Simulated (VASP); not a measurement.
Consider the following.

```
CdS
1.0
    2.04170    -3.53632     0.00000
    2.04170     3.53632     0.00000
    0.00000     0.00000     6.63083
Cd S
2 2
Direct
  0.66667   0.33333   0.49999
  0.33333   0.66667   0.99999
  0.66667   0.33333   0.87701
  0.33333   0.66667   0.37701
```

Level of theory: MS2 meta-GGA, VASP's PBE PAW potentials (set 64) (plane waves; VASP 6.6.1). Settings: 520 eV cut-off, 6×6×4 Γ-centred mesh, Gaussian smearing of 0.050 eV, potentials Cd S.

**Question.** Give the stress tensor in GPa (positive for a compressed cell).

**Answer.** 
```
4.25  0.00  0.00
0.00  4.25  0.00
0.00  0.00  4.27
```
The pressure is its mean diagonal, 4.26 GPa.

The compound is CdS in the wurtzite structure. This cell is one point of a volume scan, at 0.94 of the reference volume.
